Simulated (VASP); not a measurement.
```yaml
crystal:
  lattice:
    - [4.60614, 0.00000, 0.00000]
    - [0.00000, 4.60614, 0.00000]
    - [0.00000, 0.00000, 4.60614]
  atoms:
    - { symbol: Zr, position: [0.00000, 0.00000, 0.00000] }
    - { symbol: Zr, position: [0.50000, 0.50000, 0.00000] }
    - { symbol: Zr, position: [0.50000, 0.00000, 0.50000] }
    - { symbol: C, position: [0.50000, 0.50000, 0.50000] }
    - { symbol: C, position: [0.00000, 0.00000, 0.50000] }
    - { symbol: C, position: [0.00000, 0.50000, 0.00000] }
    - { symbol: C, position: [0.50000, 0.00000, 0.00000] }
    - { symbol: Ta, position: [0.00000, 0.50000, 0.50000] }
```

All values below come from PBEsol GGA, VASP's PBE PAW potentials (set 64) (plane waves; VASP). Settings: 520 eV cut-off, Gaussian smearing of 0.050 eV, potentials Zr_sv C Ta_pv.

**Question.** Give the energies of bands 23 to 36 at the high-symmetry points, in eV from the Fermi level.

**Answer.** 
| band | Γ | X | M | R |
|---|---|---|---|---|
| 23 | -2.87 | -3.45 | -4.90 | -6.23 |
| 24 | -2.87 | -3.42 | -3.98 | -4.32 |
| 25 | -2.87 | -3.40 | -3.54 | -4.32 |
| 26 | -0.62 | -3.12 | -3.36 | -3.75 |
| 27 | -0.62 | -3.12 | -3.25 | -3.75 |
| 28 | -0.62 | -1.94 | -3.25 | -3.75 |
| 29 | -0.47 | -1.29 | -3.17 | -3.68 |
| 30 | -0.47 | -1.12 | -3.17 | -3.68 |
| 31 | -0.47 | -1.12 | -2.74 | -3.68 |
| 32 | 0.20 | -1.02 | 1.96 | 3.17 |
| 33 | 0.20 | -1.02 | 1.96 | 3.17 |
| 34 | 0.20 | 2.37 | 2.76 | 3.17 |
| 35 | 0.43 | 2.38 | 2.79 | 4.15 |
| 36 | 0.43 | 2.38 | 3.29 | 4.17 |

It has no gap at this level: it comes out as a metal or semimetal.

The structure was generated: TaZr3C4 was put into an ordered model structure (Pm-3m), which need not be its known phase. It was relaxed first. The electron count is odd and the run is not spin-polarised, which forces a metal.
